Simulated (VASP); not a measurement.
Energy against volume of CsSnI3 (cubic perovskite). Method: revPBE GGA, VASP's PBE PAW potentials (set 64) (plane waves; VASP). Run with 520 eV cut-off, 4×4×4 Γ-centred mesh, Gaussian smearing of 0.050 eV, potentials Cs_sv Sn_d I.

| V (Å³/atom) | E (eV/atom) |
|---|---|
| 48.286 | -2.57630 |
| 49.827 | -2.58758 |
| 51.368 | -2.59377 |
| 52.910 | -2.59562 |

Fit these four points and predict the energy of the run at 54.451 Å³/atom.

A cubic in V^(−2/3), the third-order Birch-Murnaghan form, passes through the four points with V0 = 52.87 Å³/atom and B0 = 13 GPa, and gives -2.5938 eV/atom there. The run gave -2.5938 eV/atom, -0.0 meV/atom from the fit; all five points give B0 = 13 GPa.

The compound is CsSnI3 in the cubic perovskite structure, the ideal cubic form; the compound distorts at low or room temperature. It was relaxed first, which changed the volume by +10 %.
